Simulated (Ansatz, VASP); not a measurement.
# BiN: VASP beside Ansatz

File INCAR:

```
SYSTEM = BiN
ALGO = Normal ; EDIFF = 1E-6
ENCUT = 520 ; GGA = PE
ISIF = 2 ; ISMEAR = 0
LASPH = .True. ; LCHARG = .True.
LELF = .True. ; LREAL = .False.
LVHAR = .True. ; LWAVE = .False.
NBANDS = 17 ; NELM = 80
PREC = Accurate ; SIGMA = 0.05
```

KPOINTS

```
k-points
0
Gamma
  6 6 6
  0 0 0
```

The input POSCAR:

```
BiN
1.0
    0.0000000000      2.5300000000      2.5300000000
    2.5300000000      0.0000000000      2.5300000000
    2.5300000000      2.5300000000      0.0000000000
Bi N
1 1
Direct
    0.0000000000      0.0000000000      0.0000000000
    0.5000000000      0.5000000000      0.5000000000
```

Input for Ansatz:

```yaml
crystal:
  lattice:
    - [0.0, 2.53, 2.53]
    - [2.53, 0.0, 2.53]
    - [2.53, 2.53, 0.0]
  atoms:
    - { symbol: Bi, position: [0.0, 0.0, 0.0] }
    - { symbol: "N", position: [0.5, 0.5, 0.5] }
basis:
  ecutwfc: 420
kpoints:
  mp_grid: { grid: [6, 6, 6] }
hamiltonian:
  xc: pbe
scf:
  occupations: { method: gaussian, width: 0.05 }
output:
  forces: true
  stress: true
  eigenvalues: true
```

The cell comes from a database or a generator and needn't be the stable form of this composition.

Alike in both runs: task single point; functional PBE; k mesh 6 × 6 × 6; occupations gaussian, width 0.05 eV; no spin polarisation.

```csv
,VASP,Ansatz
version,VASP 6.6.1,Ansatz 0.2.0
potentials or method,"VASP PAW PBE potentials, release 64 (Bi_d, N)","scalar-relativistic, plane waves, PAW"
plane-wave cutoff (eV),520,420
valence electrons in the cell,20,20
```

|  | VASP | Ansatz | Ansatz less VASP |
| --- | --- | --- | --- |
| gap on the k mesh at the Fermi level (eV) | 1.05 | 1.05 | -0.006 |
| least direct gap on the mesh (eV) | 1.05 | 1.05 | -0.006 |
| pressure (GPa) | 6.8 | 6.8 | -0.01 |

The functional is the same, so the differences come from potentials, cutoffs and numerics.

Caveats: spin-orbit coupling is left out, which as a rule narrows the gap of such compounds by several tenths of an eV. A k mesh can miss the band edges.
